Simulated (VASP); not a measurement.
# What goes wrong when the gap of CdTe is computed with a bad input

Some runs for the gap of CdTe get a fault in the input on purpose. Which of them show, and how? The starting structure is a measured crystal structure from the Crystallography Open Database. Cell and atoms stay as given unless a step says otherwise.

Method: Kohn-Sham DFT with plane waves and PAW; LDA, in VASP 6.6.1.

### Step 1. The structure

It takes space group F-43m (No. 216, cubic). Conventional cell: a = 6.480 Å, b = 6.480 Å, c = 6.480 Å, α = 90.00°, β = 90.00°, γ = 90.00°. Nearest to Te lie 4 Cd at 2.81 Å. Cd has 4 Te at 2.81 Å nearest. Farther neighbours and most contacts between anions are not listed.

### Step 2. Reference bands

Input file INCAR:

```
SYSTEM = CdTe
PREC = Accurate
ENCUT = 350
EDIFF = 1E-06
NELM = 100
ISMEAR = 0
SIGMA = 0.03
LREAL = .FALSE.
ALGO = Normal
GGA = CA
NBANDS = 21
LORBIT = 11
LWAVE = .FALSE.
LCHARG = .FALSE.
KPAR = 4
```

Input file POSCAR:

```
CdTe
1.0
    0.0000000000      3.2400000000      3.2400000000
    3.2400000000      0.0000000000      3.2400000000
    3.2400000000      3.2400000000      0.0000000000
Te Cd
1 1
Direct
    0.7500000000      0.7500000000      0.7500000000
    0.0000000000      0.0000000000      0.0000000000
```

Input file KPOINTS:

```
Automatic mesh
0
Gamma
6 6 6
0 0 0
```

Input file KPOINTS_OPT:

```
Line mode
10
Line-mode
Reciprocal
  0.00000000   0.00000000   0.00000000 GAMMA
  0.50000000   0.00000000   0.50000000 X

  0.50000000   0.00000000   0.50000000 X
  0.50000000   0.25000000   0.75000000 W

  0.50000000   0.25000000   0.75000000 W
  0.37500000   0.37500000   0.75000000 K

  0.37500000   0.37500000   0.75000000 K
  0.00000000   0.00000000   0.00000000 GAMMA

  0.00000000   0.00000000   0.00000000 GAMMA
  0.50000000   0.50000000   0.50000000 L

  0.50000000   0.50000000   0.50000000 L
  0.62500000   0.25000000   0.62500000 U

  0.62500000   0.25000000   0.62500000 U
  0.50000000   0.25000000   0.75000000 W

  0.50000000   0.25000000   0.75000000 W
  0.50000000   0.50000000   0.50000000 L

  0.50000000   0.50000000   0.50000000 L
  0.37500000   0.37500000   0.75000000 K

  0.62500000   0.25000000   0.62500000 U
  0.50000000   0.00000000   0.50000000 X
```

Potentials, in the order of the species: Te and Cd (LDA family, release 64).

Run with:

```bash
mpirun -np 4 vasp_std
```

What it wrote:

```text
[banner, memory and clock lines left out]
running    4 mpi-ranks, on    1 nodes
 distrk:  each k-point on    1 cores,    4 groups
 distr:  one band on    1 cores,    1 groups

 POSCAR found type information on POSCAR TeCd
 POSCAR found :  2 types and       2 ions
 LDA part: xc-table for (Slater(with rela. corr.)+CA(PZ))
 , standard interpolation
 POSCAR, INCAR and KPOINTS ok, starting setup
 FFT: planning ... GRIDC
 FFT: planning ... GRID_SOFT
 FFT: planning ... GRID
 WAVECAR not read
 entering main loop
       N       E                     dE             d eps       ncg     rms          rms(c)
DAV:   1     0.801759637875E+02    0.80176E+02   -0.66523E+03   704   0.543E+02
DAV:   2    -0.315566356751E+01   -0.83332E+02   -0.79801E+02   775   0.168E+02
DAV:   3    -0.625005460864E+01   -0.30944E+01   -0.30819E+01   790   0.327E+01
DAV:   4    -0.628033642601E+01   -0.30282E-01   -0.30279E-01   892   0.291E+00
DAV:   5    -0.628046121419E+01   -0.12479E-03   -0.12479E-03   805   0.147E-01    0.577E+00
DAV:   6    -0.606129229478E+01    0.21917E+00   -0.25360E-01   771   0.560E+00    0.463E+00
DAV:   7    -0.603770954721E+01    0.23583E-01   -0.74893E-02   790   0.154E+00    0.171E+00
DAV:   8    -0.603566258822E+01    0.20470E-02   -0.97628E-03   767   0.892E-01    0.337E-01
DAV:   9    -0.603542783154E+01    0.23476E-03   -0.78192E-04   780   0.256E-01    0.784E-02
DAV:  10    -0.603541951364E+01    0.83179E-05   -0.71484E-05   777   0.776E-02    0.468E-02
DAV:  11    -0.603542279768E+01   -0.32840E-05   -0.18736E-05   762   0.301E-02    0.321E-02
DAV:  12    -0.603542227870E+01    0.51898E-06   -0.11793E-06   708   0.940E-03
   1 F= -.60354223E+01 E0= -.60354223E+01  d E =-.164476E-14
 Start KPOINTS_OPT (optional k-point list driver)
k-point batch [1-16\100]
       N       E                     dE             ncg
DAV:   1     0.921121027728E+02   -0.52127E+04      744
DAV:   2    -0.116047986028E+04   -0.12526E+04      765
DAV:   3    -0.120352580393E+04   -0.43046E+02      792
DAV:   4    -0.120393653034E+04   -0.41073E+00      888
DAV:   5    -0.120393961067E+04   -0.30803E-02      819
DAV:   6    -0.120393968826E+04   -0.77587E-04      853
DAV:   7    -0.120393969064E+04   -0.23868E-05      713
DAV:   8    -0.120393969072E+04   -0.71095E-07      591
[...]
k-point batch [97-100\100]
       N       E                     dE             ncg
DAV:   1     0.574407594525E+04   -0.17963E+04      176
DAV:   2     0.540418619898E+04   -0.33989E+03      188
DAV:   3     0.539093243433E+04   -0.13254E+02      203
DAV:   4     0.539081028410E+04   -0.12215E+00      222
DAV:   5     0.539080935930E+04   -0.92480E-03      208
DAV:   6     0.539080933638E+04   -0.22917E-04      198
DAV:   7     0.539080933571E+04   -0.67331E-06      208
```

It took 11 s on 4 MPI ranks of Intel Xeon Platinum 8259CL at 2.50GHz (Skylake/Cascade Lake), shared host; peak memory 0.63 GiB.

The logs omit lines about the potential files and the build; timing stands in the text.

From OUTCAR (step 2):

```text
ion  position               nearest neighbor table
   1  0.750  0.750  0.750-   2 2.81   2 2.81   2 2.81   2 2.81
   2  0.000  0.000  0.000-   1 2.81   1 2.81   1 2.81   1 2.81

  LATTYP: Found a face centered cubic cell.
 ALAT       =     6.4800000000

 Subroutine GETGRP returns: Found 24 space group operations
 (whereof 24 operations were pure point group operations)

The static configuration has the point symmetry T_d .

 Found     16 irreducible k-points:

   k-points           NKPTS =     16   k-points in BZ     NKDIM =     16   number of bands    NBANDS=     21

   dimension x,y,z NGX =    28 NGY =   28 NGZ =   28
   dimension x,y,z NGXF=    56 NGYF=   56 NGZF=   56

   ENCUT  =  350.0 eV  25.72 Ry    5.07 a.u.   6.99  6.99  6.99*2*pi/ulx,y,z

   NELECT =      18.0000    total number of electrons

 k-points in reciprocal lattice and weights: Automatic mesh
   0.00000000  0.00000000  0.00000000       0.005
   0.16666667  0.00000000  0.00000000       0.037
   0.33333333  0.00000000  0.00000000       0.037
   0.50000000  0.00000000  0.00000000       0.019
   0.16666667  0.16666667  0.00000000       0.028
   0.33333333  0.16666667  0.00000000       0.111
   0.50000000  0.16666667  0.00000000       0.111
  -0.33333333  0.16666667  0.00000000       0.111
  -0.16666667  0.16666667  0.00000000       0.056
[...]
-0.33333333  0.33333333  0.16666667       0.111
  -0.33333333  0.50000000  0.16666667       0.056

 average (electrostatic) potential at core
       1 -92.3038       2 -39.8417

 E-fermi :   2.3160

 k-point     1 :       0.0000    0.0000    0.0000
  band No.  band energies     occupation
    ...
      5      -5.8545      2.00000
      6      -5.8545      2.00000
      7       2.1640      2.00000
      8       2.1640      2.00000
      9       2.1640      2.00000
     10       2.7114      0.00000
     11       6.6602      0.00000
     12       6.6602      0.00000
     13       6.6602      0.00000
     14       9.3755      0.00000
    ...

 k-point     2 :       0.1667    0.0000    0.0000
  band No.  band energies     occupation
    ...
      5      -5.8561      2.00000
      6      -5.8561      2.00000
      7       0.3553      2.00000
      8       1.9312      2.00000
      9       1.9312      2.00000
     10       3.8618      0.00000
     11       6.7512      0.00000
     12       7.0003      0.00000
     13       7.0003      0.00000
     14      10.3860      0.00000
    ...

 k-point     3 :       0.3333    0.0000    0.0000
  band No.  band energies     occupation
    ...
      5      -5.8526      2.00000
      6      -5.7618      2.00000
      7      -1.4930      2.00000
      8       1.5437      2.00000
      9       1.5437      2.00000
     10       3.9271      0.00000
     11       7.2882      0.00000
     12       7.2882      0.00000
     13       8.2514      0.00000
     14      10.0213      0.00000
    ...

  Total       -0.6227134     -0.6227134     -0.6227134      0.0000000      0.0000000      0.0000000
  in kB      -14.6667463    -14.6667463    -14.6667463      0.0000000      0.0000000      0.0000000
  external PRESSURE =     -14.6667463 kB  Pullay stress =       0.0000000 kB

  energy-cutoff  :      350.00
  volume of cell :       68.02
      direct lattice vectors                 reciprocal lattice vectors
     0.000000000  3.240000000  3.240000000    -0.154320988  0.154320988  0.154320988
     3.240000000  0.000000000  3.240000000     0.154320988 -0.154320988  0.154320988
     3.240000000  3.240000000  0.000000000     0.154320988  0.154320988 -0.154320988

 POSITION                                       TOTAL-FORCE (eV/Angst)
 -----------------------------------------------------------------------------------
      4.86000      4.86000      4.86000        -0.000000      0.000000     -0.000000
      0.00000      0.00000      0.00000         0.000000      0.000000      0.000000
 -----------------------------------------------------------------------------------
    total drift:                                0.000000      0.000000      0.000000

  FREE ENERGIE OF THE ION-ELECTRON SYSTEM (eV)
  ---------------------------------------------------
  free  energy   TOTEN  =        -6.0354222787 eV

  energy  without entropy=       -6.0354222787  energy(sigma->0) =       -6.03542228

 total charge
# of ion       s       p       d       tot
------------------------------------------
    1        1.358   2.050   0.023   3.430
    2        0.483   0.322   9.505  10.310
--------------------------------------------------
tot          1.841   2.371   9.528  13.740

[... 3 further parts left out ...]
```

Spin-orbit coupling is off here; with elements this heavy it can split and shift levels by tenths of an eV.

The reference gap is 0.547 eV.

### Step 3. Bands with a wide metal-type smearing

A slip made on purpose: a wide metal-type smearing. Against step 2 the input has ISMEAR = 1 and SIGMA = 1 (also changed: NELM).

Changes to INCAR since step 2:

```diff
@@ -4,5 +4,5 @@
 EDIFF = 1E-06
-NELM = 100
-ISMEAR = 0
-SIGMA = 0.03
+NELM = 60
+ISMEAR = 1
+SIGMA = 1
 LREAL = .FALSE.
```

POSCAR is that of step 2.

KPOINTS is that of step 2.

KPOINTS_OPT is that of step 2.

Run with:

```bash
mpirun -np 4 vasp_std
```

What it wrote:

```text
[... set-up lines as in an earlier step ...]
 entering main loop
       N       E                     dE             d eps       ncg     rms          rms(c)
DAV:   1     0.802156511259E+02    0.80216E+02   -0.66523E+03   704   0.543E+02
DAV:   2    -0.311851214711E+01   -0.83334E+02   -0.79831E+02   775   0.168E+02
DAV:   3    -0.621051010161E+01   -0.30920E+01   -0.30785E+01   790   0.327E+01
DAV:   4    -0.624079683253E+01   -0.30287E-01   -0.30284E-01   892   0.291E+00
[...]
DAV:  10    -0.599794326962E+01    0.87633E-05   -0.70557E-05   787   0.786E-02    0.446E-02
DAV:  11    -0.599794659456E+01   -0.33249E-05   -0.18180E-05   742   0.290E-02    0.310E-02
DAV:  12    -0.599794608891E+01    0.50565E-06   -0.11155E-06   702   0.928E-03
   1 F= -.59979461E+01 E0= -.60349040E+01  d E =0.110874E+00
 Start KPOINTS_OPT (optional k-point list driver)
k-point batch [1-16\100]
       N       E                     dE             ncg
DAV:   1     0.909681953199E+02   -0.52139E+04      744
DAV:   2    -0.116180395397E+04   -0.12528E+04      765
DAV:   3    -0.120486490396E+04   -0.43061E+02      792
DAV:   4    -0.120527620293E+04   -0.41130E+00      888
DAV:   5    -0.120527929091E+04   -0.30880E-02      819
DAV:   6    -0.120527936876E+04   -0.77854E-04      853
DAV:   7    -0.120527937116E+04   -0.23969E-05      713
DAV:   8    -0.120527937123E+04   -0.71439E-07      591
[...]
k-point batch [97-100\100]
       N       E                     dE             ncg
DAV:   1     0.574380507540E+04   -0.17965E+04      176
DAV:   2     0.540386316396E+04   -0.33994E+03      188
DAV:   3     0.539060530667E+04   -0.13258E+02      203
DAV:   4     0.539048300539E+04   -0.12230E+00      222
DAV:   5     0.539048207862E+04   -0.92677E-03      208
DAV:   6     0.539048205563E+04   -0.22985E-04      198
DAV:   7     0.539048205496E+04   -0.67588E-06      208
```

It took 11 s on 4 MPI ranks; peak memory 0.62 GiB; 41 s of CPU time.

From OUTCAR (step 3):

```text
  Total       -0.7362495     -0.7362495     -0.7362495     -0.0000000      0.0000000     -0.0000000
  in kB      -17.3408570    -17.3408570    -17.3408570     -0.0000000      0.0000000     -0.0000000
  external PRESSURE =     -17.3408570 kB  Pullay stress =       0.0000000 kB

 POSITION                                       TOTAL-FORCE (eV/Angst)
 -----------------------------------------------------------------------------------
      4.86000      4.86000      4.86000         0.000000      0.000000      0.000000
      0.00000      0.00000      0.00000        -0.000000     -0.000000     -0.000000
 -----------------------------------------------------------------------------------
    total drift:                                0.000000      0.000000      0.000000

  FREE ENERGIE OF THE ION-ELECTRON SYSTEM (eV)
  ---------------------------------------------------
  free  energy   TOTEN  =        -5.9979460889 eV

  energy  without entropy=       -6.1088196901  energy(sigma->0) =       -6.03490396

[... 2 parts as in an earlier step ...]

[... 1 further part left out ...]
[key lines of the parts left out:]
E-fermi :   2.3302
```

With a wide metal-type smearing the gap is 0.550 eV, +0.003 eV from the reference.

### Step 4. Bands with a hybrid's name typed into the meta-GGA tag

A slip made on purpose: a hybrid's name typed into the meta-GGA tag. Against step 2 the input has METAGGA = HSE06 and no GGA (also changed: NELM).

Input file INCAR:

```
SYSTEM = CdTe
PREC = Accurate
ENCUT = 350
EDIFF = 1E-06
NELM = 60
ISMEAR = 0
SIGMA = 0.03
LREAL = .FALSE.
ALGO = Normal
NBANDS = 21
LORBIT = 11
LWAVE = .FALSE.
LCHARG = .FALSE.
KPAR = 4
METAGGA = HSE06
```

POSCAR is that of step 3.

KPOINTS is that of step 3.

KPOINTS_OPT is that of step 3.

Run with:

```bash
mpirun -np 4 vasp_std
```

What it wrote:

```text
[banner, memory and clock lines left out]
running    4 mpi-ranks, on    1 nodes
[...]
|                                                                             |
|     EEEEEEE  RRRRRR   RRRRRR   OOOOOOO  RRRRRR      ###     ###     ###     |
|     E        R     R  R     R  O     O  R     R     ###     ###     ###     |
|     E        R     R  R     R  O     O  R     R     ###     ###     ###     |
|     EEEEE    RRRRRR   RRRRRR   O     O  RRRRRR       #       #       #      |
|     E        R   R    R   R    O     O  R   R                               |
|     E        R    R   R    R   O     O  R    R      ###     ###     ###     |
|     EEEEEEE  R     R  R     R  OOOOOOO  R     R     ###     ###     ###     |
|                                                                             |
|     Error: One of the selected functionals does not exist.                  |
|                                                                             |
|       ---->  I REFUSE TO CONTINUE WITH THIS SICK JOB ... BYE!!! <----       |
|                                                                             |

1
1
1
1
```

It took 3.6 s on 4 MPI ranks.

VASP stopped with this message: “Error: One of the selected functionals does not exist”.

### Step 5. Bands with a cutoff far too low

A slip made on purpose: a cutoff far too low. Against step 2 the input has ENCUT = 120 (also changed: NELM).

Input file INCAR:

```
SYSTEM = CdTe
PREC = Accurate
ENCUT = 120
EDIFF = 1E-06
NELM = 60
ISMEAR = 0
SIGMA = 0.03
LREAL = .FALSE.
ALGO = Normal
GGA = CA
NBANDS = 21
LORBIT = 11
LWAVE = .FALSE.
LCHARG = .FALSE.
KPAR = 4
```

POSCAR is that of step 4.

KPOINTS is that of step 4.

KPOINTS_OPT is that of step 4.

Run with:

```bash
mpirun -np 4 vasp_std
```

What it wrote:

```text
[... set-up lines as in an earlier step ...]
 entering main loop
       N       E                     dE             d eps       ncg     rms          rms(c)
DAV:   1     0.371115729414E+02    0.37112E+02   -0.33898E+03   781   0.225E+02
DAV:   2     0.756531246651E+01   -0.29546E+02   -0.28377E+02   847   0.733E+01
DAV:   3     0.702197992219E+01   -0.54333E+00   -0.54167E+00   787   0.891E+00
DAV:   4     0.702009179288E+01   -0.18881E-02   -0.18881E-02   742   0.510E-01
[...]
DAV:  10     0.277921977243E+02    0.91143E-03   -0.28989E-03   722   0.269E-01    0.112E-01
DAV:  11     0.277921690502E+02   -0.28674E-04   -0.30537E-04   782   0.624E-02    0.105E-01
DAV:  12     0.277921691514E+02    0.10122E-06   -0.44377E-06   737   0.134E-02
   1 F= 0.27792169E+02 E0= 0.27792276E+02  d E =-.214253E-03
 Start KPOINTS_OPT (optional k-point list driver)
k-point batch [1-16\100]
       N       E                     dE             ncg
DAV:   1    -0.122987487697E+04   -0.44250E+04      895
DAV:   2    -0.169386232063E+04   -0.46399E+03      814
DAV:   3    -0.170037715142E+04   -0.65148E+01      812
DAV:   4    -0.170039364565E+04   -0.16494E-01      776
DAV:   5    -0.170039370746E+04   -0.61806E-04      815
DAV:   6    -0.170039370776E+04   -0.29984E-06      658
[...]
k-point batch [97-100\100]
       N       E                     dE             ncg
DAV:   1     0.279479755634E+04   -0.14733E+04      224
DAV:   2     0.267083744468E+04   -0.12396E+03      209
DAV:   3     0.266902634998E+04   -0.18111E+01      216
DAV:   4     0.266902187911E+04   -0.44709E-02      198
DAV:   5     0.266902186331E+04   -0.15797E-04      208
DAV:   6     0.266902186323E+04   -0.74860E-07      177
```

It took 2.2 s on 4 MPI ranks; peak memory 0.42 GiB.

[end of part 1 of 2]

[Lines on the potential files, build, host, timing and source positions are cut from VASP's logs without a mark.]

[Logs are printed without paths, hosts, clocks, repeated set-up lines and the standing remarks that a program may print on its own settings, such as how far it seeks lower states.]

[Hosts, paths, dates, database ids (printed as entryN), source tags and the programs' standing remarks are cut or masked in the printed files.]
